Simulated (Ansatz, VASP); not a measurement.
## Te in two plane-wave programs

One calculation is typed for both programs; each brings its own data sets and cutoff. How far apart do they land? The cell is taken from a series of VASP runs on this material, whose earlier steps may have relaxed, scaled or displaced it; both programs get it as it stands.

Calculated with Ansatz 0.2.0; plane waves, with VASP 6.6.1 beside it; relaxation of cell and atoms at r2SCAN with rVV10.

## (1) The structure

It takes space group P3_121 (No. 152, trigonal). Conventional cell: a = 4.483 Å, b = 4.483 Å, c = 5.945 Å, α = 90.00°, β = 90.00°, γ = 120.00°. Te has 2 Te at 2.85 Å nearest.

## (2) Ansatz: relaxation of cell and atoms, r2SCAN with rVV10

Ansatz runs on its default PAW (the set named soft_2) files.

The relaxed volume is the usual yardstick between codes: its relative difference is about their pressure difference at one cell divided by the bulk modulus.

File input.yaml:

```yaml
crystal:
  lattice:
    - [4.4833029524, 0.0, 0.0]
    - [-2.2416514762, 3.8826542496, 0.0]
    - [0.0, 0.0, 5.9449296644]
  atoms:
    - { symbol: Te, position: [0.2646617998, 0.0, 0.3333333333] }
    - { symbol: Te, position: [0.0, 0.2646617998, 0.6666666667] }
    - { symbol: Te, position: [0.7353382002, 0.7353382002, 0.0] }
hamiltonian:
  xc: r2scan
  pseudopotentials: { kind: paw }
  dispersion: rvv10
kpoints:
  mp_grid: { grid: [6, 6, 4] }
scf:
  occupations: { method: gaussian, width: 0.05 }
relax:
  f_tol: 0.01
  max_steps: 60
  cell: { stress_tol: 0.05 }
output:
  forces: true
  stress: true
```

Command:

```bash
> ansatz run input.yaml --threads 4 --pin off --max-ram 9216MiB --backend cpu --events-out ev --progress --plain --runs-dir out
```

Numbers of over 12 decimals in the logs are rounded to 6 here.

The program printed:

```text
Engine: ansatz 0.2.0, x86_64-unknown-linux-gnu
Pseudopotentials: kind: paw
Pseudopotential: Te, paw, valence charge 16, recommended cutoff 500 eV (meta_gga), Te.paw.azcp
Functional definition: r2SCAN+rVV10
  parameter k0 = 0.174
  parameter k1 = 0.065
  parameter a1 = 4.9479
  exchange = r2scan_x(k0 = k0, k1 = k1, a1 = a1)
  correlation = r2scan_c + rvv10(11.95, 0.0093)
Crystal: 3 atoms, lattice volume = 103.484 Å³
Basis set: ecut = 500 eV, 2655 PW (Γ), exchange–correlation on 160×160×200 points (64 copies of the dense FFT grid, shifted against one another)
Bands: 29, of which v1, the nominal top of the filled ones, is band 24 counted from 1 (23 counted from 0)
Symmetry: 6 space group operations
Space group: P3121 (ITA 152), of the structure as read, at distance tolerance 4.7e-5 Å
k-points: 24 of 144 (time reversal used)
Non-local potential: Te, projectors of the file, l = 0: 2, l = 1: 2, l = 2: 2, l = 3: 2
PAW form: soft (Blöchl's): semilocal exchange-correlation on the pseudo side does not see the compensation charge
rVV10 density: all electrons in the spheres
PAW frozen core: Te, regenerated for the run's functional (the file was generated under x = pbe(κ = 0.804, μ = 0.219515), c = pbe(β = 0.066725))
PAW one-centre angular grid: Te, 590 points (default); XC on 160 Gauss nodes
Initial density: superposition of atomic densities (neutral atoms: chi_scale 0, normalization atom), corrected by the library's trained network
Initial wavefunctions: pseudopotential atomic-orbital guess
Functional: x = r2scan, c = r2scan + rvv10(b = 11.95, C = 0.0093); τ floored in thin density (d = 2e-4 eV/Å³)
SCF iter   1: F=—  HF=-20978.424650 eV  |F-HF|=—  |Δ(HF+E_count)|=         —  Δρ=3.26e-3  dr2=9.80e-3  dr2_τ=2.83e-3  ethr=1.77e-3  ⟨swp⟩=7.4  Hψ=3280  notcnv=0
preconditioner: auto → Resta (q_TF=auto, 2.400 Å⁻¹)  ε∞=3.9  [insulator: Δε(μ)=0.352 eV  Ē_g=9.073 eV  σ=0.050 eV  W_gap=1.00  n_scr=22 (ndim 8)  ℏωp=15.5 eV  f_vac=0.030  D(μ)=0.00/eV (n_scr^D=0)  ε∞_Penn≈3.9]
SCF iter   2: F=—  HF=-20978.434935 eV  |F-HF|=—  |Δ(HF+E_count)|=   1.03e-2  Δρ=1.92e-3  dr2=2.83e-3  dr2_τ=4.42e-5  ethr=2.04e-5  ⟨swp⟩=2.0  Hψ=1196  notcnv=0  defer=23
SCF iter   3: F=—  HF=-20978.435957 eV  |F-HF|=—  |Δ(HF+E_count)|=   1.02e-3  Δρ=4.55e-4  dr2=1.12e-4  dr2_τ=1.36e-5  ethr=5.91e-6  ⟨swp⟩=2.0  Hψ=1345  notcnv=0  defer=23
SCF iter   4: F=—  HF=-20978.435906 eV  |F-HF|=—  |Δ(HF+E_count)|=   5.06e-5  Δρ=1.47e-4  dr2=1.37e-5  dr2_τ=2.83e-7  ethr=2.33e-7  ⟨swp⟩=2.0  Hψ=1249  notcnv=0  defer=23
SCF iter   5: F=—  HF=-20978.435929 eV  |F-HF|=—  |Δ(HF+E_count)|=   2.21e-5  Δρ=2.51e-5  dr2=5.82e-7  dr2_τ=2.31e-8  ethr=2.85e-8  ⟨swp⟩=2.0  Hψ=1249  notcnv=0  defer=23
SCF iter   6: F=-20978.435929 eV  HF=-20978.435929 eV  |F-HF|=1.91e-8  |Δ(HF+E_count)|=   6.11e-7  Δρ=6.72e-6  dr2=5.50e-8  dr2_τ=2.25e-9  ethr=2.08e-10  ⟨swp⟩=5.9  Hψ=2770  notcnv=0
SCF 1 converged in 6 iterations: F = -20978.435929 eV  dr2 = 5.50e-8
  greatest PAW one-centre occupation: 0.997 electrons in one spin orbital (limit 2), on the Te atom at site 1 (counted from 0), in its partial waves of l = 2
relax step   1: F+E_penalty+E_count = -20978.43592915 eV  Δ(F+E_penalty+E_count) = +0.000e0 eV  max|allowed force component| = 4.093e-2 eV/Å  Δτ_max = 0.0000 Å  P = -0.241 GPa  Ω = 103.484 Å³  (6 SCF iters, dr2 threshold 1.00e-7 eV, accepted)
[...]
relax step   2: F+E_penalty+E_count = -20978.43616652 eV  Δ(F+E_penalty+E_count) = -2.374e-4 eV  max|allowed force component| = 2.733e-2 eV/Å  Δτ_max = 0.0045 Å  P = +0.215 GPa  Ω = 102.783 Å³  energy of the carried Pulay correction = +7.586e-5 eV  (5 SCF iters, dr2 threshold 2.15e-7 eV, accepted)
[...]
relax step   3: F+E_penalty+E_count = -20978.43642391 eV  Δ(F+E_penalty+E_count) = -2.574e-4 eV  max|allowed force component| = 1.398e-3 eV/Å  Δτ_max = 0.0014 Å  P = +0.002 GPa  Ω = 103.130 Å³  energy of the carried Pulay correction = +3.829e-5 eV  (4 SCF iters, dr2 threshold 1.94e-7 eV, accepted)
[...]
relax step   4: F+E_penalty+E_count = -20978.43638098 eV  Δ(F+E_penalty+E_count) = +4.293e-5 eV  max|allowed force component| = 1.587e-3 eV/Å  Δτ_max = 0.0000 Å  P = +0.002 GPa  Ω = 103.130 Å³  stress off target by 2.78e-3 GPa  SCF on the basis re-selected at this cell (its energy is not comparable with the rows above)  (5 SCF iters)
basis re-selected at this cell: Δ(F+E_penalty+E_count) = +4.293e-5 eV, ΔP = -0.001 GPa vs the last step (what re-selecting the basis moved, of the pressure what is left beyond the Pulay correction that the steps carried, after the strain that the cell walked since its last selection, with what the two solves' SCF thresholds leave and, on support functions, any second-order correction that the steps lacked; it is no m [...]
SCF converged after 5 iterations
Free energy (F): -20978.436381 eV
Harris-Foulkes:  -20978.436381 eV  (|F-HF|=3.64e-12)
Internal energy: -20978.436381 eV  (E = F + TS)
E sigma→0 (E₀):  -20978.436381 eV
Fermi energy:    8.562211 eV
--- Per-component energies (eV) ---
  E_band       = -845.376839
  E_kinetic    = 538.768715
  E_local      = -3871.381159  (includes V_loc(G=0)·N_el)
  E_nonlocal   = -931.649793
  E_hartree    = 2451.829848
  E_xc         = -338.309809
  E_vxc        = -332.477455  (∫ρ·V_xc dr)
  E_paw        = -14058.410232  (= ΣΔE_a)
  E_vpaw       = -1172.757479  (= ΣTr[D̂ρ^β])
  E_aug_tail   = 0.000049  (compensation charges beyond the density's cutoff)
  E_vtau       = 20.460662  (kinetic-family band-sum trace: ∫τ·v_τ [+ j·A + Jᵃ·Aᵃ] dr)
  E_ewald      = -4770.138567
  E_core_change = 0.854566  (= ΣΔE_core)
  E_smearing   = -0.000000  (= −TS)
  E_closure    = 0.000000  (closes the sum)
  Σ components = -20978.436381   (vs F -20978.436381, Δ=0.00e0)
--- Forces (eV/Å), atoms counted from 1 ---
  atom   1  Te    -0.00158713    -0.00000000    -0.00000000
  atom   2  Te     0.00079356    -0.00137449    -0.00000000
  atom   3  Te     0.00079356     0.00137449     0.00000000
  max |Σ_I F_I| component: 8.10e-18 eV/Å
--- Stress (GPa, compression-positive) ---
        0.002785       0.000000       0.000000
        0.000000       0.002785       0.000000
        0.000000       0.000000       0.000146
  P = ⅓ Tr σ = 0.0019 GPa (0.019 kbar)
--- Relaxed structure (3 steps of the walk, 3 accepted, 1 SCFs on fresh bases) ---
  F+E_penalty+E_count = -20978.43638098 eV   max|allowed force component| = 1.587e-3 eV/Å   (the final SCF, on the basis selected at the relaxed cell)
  cell:  # Å, volume = 103.1298 Å³
    - [4.477359, 0.0, 0.0]
    - [-2.238680, 3.877507, 0]
    - [0.0, 0, 5.940318]
  atoms:
    - { symbol: Te, position: [0.263965, 0, 0.333333] }
    - { symbol: Te, position: [0, 0.263965, 0.666667] }
    - { symbol: Te, position: [0.736035, 0.736035, 0] }
```

Elapsed: 30 s, on 4 threads of Intel Xeon Platinum 8259CL at 2.50GHz (Skylake/Cascade Lake), shared host; peak memory 0.78 GiB; 1.9 min of CPU time.

## (3) VASP: relaxation of cell and atoms, r2SCAN with rVV10

The same cell, functional, mesh and smearing now go to VASP, with its own data sets and cutoff.

Lines of VASP's logs that name or quote its potential files are left out, and so is its time.

File INCAR:

```
SYSTEM = Te
PREC = Accurate
ENCUT = 400
EDIFF = 1E-06
NELM = 100
ISMEAR = 0
SIGMA = 0.05
LREAL = .FALSE.
ALGO = Normal
METAGGA = R2SCAN
LUSE_VDW = .TRUE.
IVDW_NL = 2
BPARAM = 11.95
CPARAM = 0.0093
LASPH = .TRUE.
NBANDS = 15
LORBIT = 11
LWAVE = .FALSE.
LCHARG = .FALSE.
KPAR = 2
IBRION = 2
NSW = 60
ISIF = 3
EDIFFG = -0.01
```

File POSCAR:

```
Te
1.0
    4.4833029524      0.0000000000      0.0000000000
   -2.2416514762      3.8826542496      0.0000000000
    0.0000000000      0.0000000000      5.9449296644
Te
3
Direct
    0.2646617998      0.0000000000      0.3333333333
    0.0000000000      0.2646617998      0.6666666667
    0.7353382002      0.7353382002      0.0000000000
```

File KPOINTS:

```
Automatic mesh
0
Gamma
6 6 4
0 0 0
```

Potentials, in the order of the species: Te (PBE family, release 64).

Command:

```bash
> mpirun -np 2 vasp_std
```

The program printed:

```text
[banner, memory and clock lines left out]
running    2 mpi-ranks, on    1 nodes
 distrk:  each k-point on    1 cores,    2 groups
 distr:  one band on    1 cores,    1 groups

 POSCAR found type information on POSCAR Te
 POSCAR found :  1 types and       3 ions
|                                                                             |
|               ----> ADVICE to this user running VASP <----                  |
|                                                                             |
|     You have switched on vdW-DFT.                                           |
|     This routine was written and supplied by Jiri Klimes. We recommend      |
|     that you carefully read and cite the following publications:            |
|       J. Klimes, D.R. Bowler, A. Michelides                                 |
|          J. Phys.: Cond Matt. 22 022201 (2010)                              |
|       J. Klimes, D.R. Bowler, A. Michelides                                 |
|          Phys. Rev. B. 83, 195131 (2011)                                    |
|     and references therein.                                                 |
|                                                                             |

|                                                                             |
|               ----> ADVICE to this user running VASP <----                  |
|                                                                             |
|     You enforced a specific xc type in the INCAR file but a different       |
|     [... a line on the potential file left out ...]
|     I HOPE YOU KNOW WHAT YOU ARE DOING!                                     |
|                                                                             |

 LDA part: xc-table for (None), standard interpolation
 POSCAR, INCAR and KPOINTS ok, starting setup
 FFT: planning ... GRIDC
 FFT: planning ... GRID_SOFT
 FFT: planning ... GRID
 WAVECAR not read
 entering main loop
       N       E                     dE             d eps       ncg     rms          rms(c)
Total rVV10 correction in eV:      0.4842237    27.8910393
Total rVV10 correction in eV:      0.4842237    27.8910393
DAV:   1    -0.859190670753E+00   -0.85919E+00   -0.58069E+03   720   0.803E+02
DAV:   2    -0.745395678907E+02   -0.73680E+02   -0.70321E+02   995   0.132E+02
DAV:   3    -0.787627256984E+02   -0.42232E+01   -0.42098E+01   846   0.367E+01
DAV:   4    -0.788235535070E+02   -0.60828E-01   -0.60823E-01  1048   0.532E+00
DAV:   5    -0.788243159318E+02   -0.76242E-03   -0.76242E-03   888   0.510E-01    0.994E+00
Total rVV10 correction in eV:      0.4823080    27.8910391
Total rVV10 correction in eV:      0.4823080    27.8910391
DAV:   6    -0.757168027007E+02    0.31075E+01   -0.49888E-01   741   0.509E+00    0.736E+00
Total rVV10 correction in eV:      0.4924048    27.8910391
Total rVV10 correction in eV:      0.4924048    27.8910391
DAV:   7    -0.757392975662E+02   -0.22495E-01   -0.94249E-02   937   0.210E+00    0.249E+00
Total rVV10 correction in eV:      0.4894662    27.8910391
Total rVV10 correction in eV:      0.4894662    27.8910391
DAV:   8    -0.757361195439E+02    0.31780E-02   -0.15820E-02   811   0.770E-01    0.157E-01
Total rVV10 correction in eV:      0.4896902    27.8910391
Total rVV10 correction in eV:      0.4896902    27.8910391
DAV:   9    -0.757362207584E+02   -0.10121E-03   -0.68073E-04  1010   0.159E-01    0.102E-01
Total rVV10 correction in eV:      0.4903013    27.8910391
Total rVV10 correction in eV:      0.4903013    27.8910391
DAV:  10    -0.757363851824E+02   -0.16442E-03   -0.16410E-04   839   0.961E-02    0.386E-02
Total rVV10 correction in eV:      0.4905986    27.8910391
Total rVV10 correction in eV:      0.4905986    27.8910391
DAV:  11    -0.757364115906E+02   -0.26408E-04   -0.49292E-05   909   0.503E-02    0.201E-02
Total rVV10 correction in eV:      0.4906003    27.8910391
Total rVV10 correction in eV:      0.4906003    27.8910391
DAV:  12    -0.757364113623E+02    0.22829E-06   -0.45478E-06   867   0.135E-02
Total rVV10 correction in eV:      0.4906087    27.8910391
Total rVV10 correction in eV:      0.4906087    27.8910391
Total rVV10 correction in eV:      0.4906080    27.8910391
Total rVV10 correction in eV:      0.4906080    27.8910391
   1 F= -.75736411E+02 E0= -.75736411E+02  d E =-.757364E+02
 curvature:   0.00 expect dE= 0.000E+00 dE for cont linesearch  0.000E+00
 trial: gam= 0.00000 g(F)=  0.177E-05 g(S)=  0.198E-04 ort = 0.000E+00 (trialstep = 0.100E+01)
 search vector abs. value=  0.216E-04
 reached required accuracy - stopping structural energy minimisation
```

From OUTCAR (step 3):

```text
ion  position               nearest neighbor table
   1  0.265  0.000  0.333-   3 2.85   2 2.85   3 3.51   3 3.51   2 3.51   2 3.51
   2  0.000  0.265  0.667-   3 2.85   1 2.85   3 3.51   3 3.51   1 3.51   1 3.51
   3  0.735  0.735  0.000-   2 2.85   1 2.85   1 3.51   2 3.51   2 3.51   1 3.51

  LATTYP: Found a hexagonal cell.
 ALAT       =     4.4833029524
 C/A-ratio  =     1.3260156022

 Subroutine GETGRP returns: Found  6 space group operations
 (whereof  2 operations were pure point group operations)

The static configuration has the point symmetry C_2 .
 The point group associated with its full space group is D_3 .

 Found     24 irreducible k-points:

   k-points           NKPTS =     24   k-points in BZ     NKDIM =     24   number of bands    NBANDS=     15

   dimension x,y,z NGX =    30 NGY =   30 NGZ =   40
   dimension x,y,z NGXF=    60 NGYF=   60 NGZF=   80

   ENCUT  =  400.0 eV  29.40 Ry    5.42 a.u.   7.31  7.31  9.69*2*pi/ulx,y,z

   NELECT =      18.0000    total number of electrons

 k-points in reciprocal lattice and weights: Automatic mesh
   0.00000000  0.00000000  0.00000000       0.007
   0.16666667  0.00000000  0.00000000       0.042
   0.33333333  0.00000000  0.00000000       0.042
   0.50000000 -0.00000000  0.00000000       0.021
   0.16666667  0.16666667  0.00000000       0.042
   0.33333333  0.16666667  0.00000000       0.083
   0.33333333  0.33333333  0.00000000       0.014
   0.00000000  0.00000000  0.25000000       0.014
   0.16666667  0.00000000  0.25000000       0.042
[...]
0.33333333  0.16666667  0.50000000       0.083
   0.33333333  0.33333333  0.50000000       0.014

 average (electrostatic) potential at core
       1 -94.2489       2 -94.2489       3 -94.2489

 E-fermi :   5.7444

 k-point     1 :       0.0000    0.0000    0.0000
  band No.  band energies     occupation
    ...
      5       2.7110      2.00000
      6       2.7110      2.00000
      7       3.8688      2.00000
      8       3.8688      2.00000
      9       4.7538      2.00000
     10       6.7127      0.00000
     11       6.7127      0.00000
     12       7.3612      0.00000
     13      10.8924      0.00000
     14      10.8924      0.00000
    ...

 k-point     2 :       0.1667    0.0000    0.0000
  band No.  band energies     occupation
    ...
      5       2.0007      2.00000
      6       2.3568      2.00000
      7       4.2719      2.00000
      8       4.6052      2.00000
      9       4.7622      2.00000
     10       6.5732      0.00000
     11       6.6650      0.00000
     12       7.2463      0.00000
     13      10.3337      0.00000
     14      10.9290      0.00000
    ...

 k-point     3 :       0.3333    0.0000    0.0000
  band No.  band energies     occupation
    ...
      5       1.2603      2.00000
      6       1.8837      2.00000
      7       3.1812      2.00000
      8       4.5228      2.00000
      9       4.7074      2.00000
     10       6.6376      0.00000
     11       6.8135      0.00000
     12       8.5398      0.00000
     13       9.3045      0.00000
     14      11.8942      0.00000
    ...

  Total       -0.0201505     -0.0201505     -0.0205354      0.0000000      0.0000000      0.0000000
  in kB       -0.3119766     -0.3119766     -0.3179359      0.0000000      0.0000000      0.0000000
  external PRESSURE =      -0.3139630 kB  Pullay stress =       0.0000000 kB

  energy-cutoff  :      400.00
  volume of cell :      103.48
      direct lattice vectors                 reciprocal lattice vectors
     4.483302952  0.000000000  0.000000000     0.223049839  0.128777884  0.000000000
    -2.241651476  3.882654250  0.000000000     0.000000000  0.257555769  0.000000000
     0.000000000  0.000000000  5.944929664     0.000000000  0.000000000  0.168210569

 POSITION                                       TOTAL-FORCE (eV/Angst)
 -----------------------------------------------------------------------------------
      1.18656      0.00000      1.98164        -0.003499      0.000000      0.000000
     -0.59328      1.02759      3.96329         0.001750     -0.003030     -0.000000
      1.64837      2.85506      0.00000         0.001750      0.003030      0.000000
 -----------------------------------------------------------------------------------
    total drift:                                0.000000      0.000000      0.000000

  FREE ENERGIE OF THE ION-ELECTRON SYSTEM (eV)
  ---------------------------------------------------
  free  energy   TOTEN  =       -75.7364113623 eV

  energy  without entropy=      -75.7364113485  energy(sigma->0) =      -75.73641136

 reached required accuracy - stopping structural energy minimisation

 total charge
# of ion       s       p       d       tot
------------------------------------------
    1        1.435   1.836   0.043   3.314
    2        1.435   1.836   0.043   3.314
    3        1.435   1.836   0.043   3.314
--------------------------------------------------
tot          4.304   5.508   0.130   9.942

[... 3 further parts left out ...]
```

The run keeps the 6 symmetry operations of its start, so it cannot find a distortion of lower symmetry.

## (4) Differences

Known differences besides the potentials themselves: VASP keeps PBE cores, Ansatz makes them for the functional; both relaxations stop at a tolerance, which leaves soft axes loose, and VASP keeps its plane-wave basis; the data sets hold 48 valence electrons in Ansatz (default PAW (the set named soft_2) files) and 18 in VASP; the cutoff is 500 eV in Ansatz and 400 eV in VASP; Ansatz adds a Pulay correction to the stress that steers its cell, VASP none. Total energies have different zeros and are not compared.

Both answers:

| quantity | Ansatz | VASP | difference |
| --- | --- | --- | --- |
| volume (Å³) | 103.13 | 103.48 | -0.34 % |
| edge a after relaxation, in the typed setting (Å) | 4.477 | 4.483 | -0.13 % |
| edge c after relaxation, in the typed setting (Å) | 5.940 | 5.945 | -0.08 % |

The walks stopped with 0.00 GPa left in Ansatz and -0.03 GPa in VASP; each walk ends within a tolerance, so the volume difference is uncertain by about these residues over the bulk modulus, most in soft cells.

## (5) Outcome

| Property | Result |
| --- | --- |
| difference in volume (relaxation of cell and atoms, r2SCAN with rVV10) | -0.34 % |

In words: The difference in volume is -0.34 % (relaxation of cell and atoms, r2SCAN with rVV10), within the 1.2 % picked in this series as the mark of a large difference, as far as the stopping tolerances let one tell. How closely two codes agree says nothing of how well the functional describes the real material.

[Lines on the potential files, build, host, timing and source positions are cut from VASP's logs without a mark.]

[Logs are printed without paths, hosts, clocks, repeated set-up lines and the standing remarks that a program may print on its own settings, such as how far it seeks lower states.]

[Hosts, paths, dates, database ids (printed as entryN), source tags and the programs' standing remarks are cut or masked in the printed files.]
